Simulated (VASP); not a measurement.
Method: r2SCAN meta-GGA, VASP's PBE PAW potentials (set 64) (plane waves; VASP).

VASP ran on this input.

### INCAR
```
ENCUT = 520   # plane-wave cut-off (eV)
NBANDS = 36
ALGO = Normal
LWAVE = .FALSE.
LASPH = .TRUE.   # aspherical one-centre terms
LOPTICS = .TRUE.
LREAL = .FALSE.   # projection in real space or not
ISMEAR = 0
SIGMA = 0.01   # width (eV)
PREC = Accurate
LPEAD = .TRUE.
CSHIFT = 0.1
EDIFF = 1E-7   # SCF stop (eV)
LMIXTAU = .TRUE.
NELM = 100
NEDOS = 1001   # DOS grid
SYSTEM = AlN
LCHARG = .FALSE.
METAGGA = R2SCAN
```

**POSCAR**
```
AlN
3.1056930
  0.5000000507  -0.8660254897   0.0000000000
  0.5000000507   0.8660254897   0.0000000000
  0.0000000000   0.0000000000   1.6015370047
Al N
2 2
Cart
  0.5000000507  -0.2886757406   0.8008848806
  0.5000000507   0.2886757406   0.0001163782
  0.5000000507  -0.2886757406   1.4124392599
  0.5000000507   0.2886757406   0.6116707576
```

File KPOINTS:
```
Automatic mesh
0
Gamma
10 10 6
0 0 0
```

POTCAR, in this order: Al N (PBE.64 set). Program: vasp_std.

Problem. Estimate the energy per atom (σ→0).

Solution. 
* **energy per atom (σ→0)**: -9.614 eV/atom

OSZICAR:
```
...
DAV:  21    -0.384563480225E+02   -0.40567E-04   -0.13214E-05  4764   0.181E-02    0.171E-02
DAV:  22    -0.384563404523E+02    0.75703E-05   -0.65522E-07  4544   0.405E-03    0.143E-02
DAV:  23    -0.384563480582E+02   -0.76059E-05   -0.45945E-07  4332   0.390E-03    0.791E-03
DAV:  24    -0.384563416029E+02    0.64553E-05   -0.27075E-07  4320   0.274E-03    0.268E-03
DAV:  25    -0.384563458567E+02   -0.42538E-05   -0.18387E-07  4272   0.227E-03    0.157E-03
DAV:  26    -0.384563458378E+02    0.18903E-07   -0.36296E-08  3956   0.127E-03
   1 F= -.38456346E+02 E0= -.38456346E+02  d E =-.464827E-23
 imaginary and real dielectric function
```

The compound is AlN in the wurtzite structure. It was relaxed first.
